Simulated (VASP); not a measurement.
```
CELL_PARAMETERS angstrom
      0.00000     2.55872     2.55872
      2.55872     0.00000     2.55872
      2.55872     2.55872     0.00000
ATOMIC_POSITIONS crystal
  Mg 0.00000 0.00000 0.00000
  S  0.50000 0.50000 0.50000
```

These are LDA (Ceperley-Alder, Perdew-Zunger), VASP's LDA PAW potentials (set 64) (plane waves; VASP) values and carry that method's errors. Settings: 400 eV cut-off, 11×11×11 Γ-centred mesh, Gaussian smearing of 0.010 eV, potentials Mg S.

Task: What does the run give for the energy per atom (σ→0)?

Result: 
```json
{
  "energy per atom (σ→0)": "-4.796 eV/atom"
}
```

The absolute energy has meaning only against runs of the same code, potentials and settings.

The compound is MgS in the rock salt structure. It was relaxed first.
